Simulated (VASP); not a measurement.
Data:

```
CELL_PARAMETERS angstrom
      0.10548     3.99610     3.58168
      3.99610     0.10548     3.58168
      2.05079     2.05079     0.00000
ATOMIC_POSITIONS crystal
  Pd 0.00000 0.00000 0.00000
  Pd 0.00000 0.50000 0.00000
  Pd 0.50000 0.00000 0.00000
  Al 0.50000 0.50000 0.00000
```

Computed with PBEsol GGA, VASP's PBE PAW potentials (set 64) (plane waves; VASP). Run with 400 eV cut-off, 8×8×15 Γ-centred mesh, tetrahedra with Blöchl corrections, potentials Pd Al.

Q: What does the run give for the energy per atom (σ→0), band gap (on the k-mesh) with the smallest direct gap where there is one?

A: 
band gap (on the k-mesh): none (metal, semimetal or under 0.01 eV)
energy per atom (σ→0): -6.076 eV/atom

The structure was generated: AlPd3 was put into an ordered model structure (Cmmm), which need not be its known phase. It was relaxed first, which changed the volume by -6 %. The electron count is odd and the run is not spin-polarised, which forces a metal.
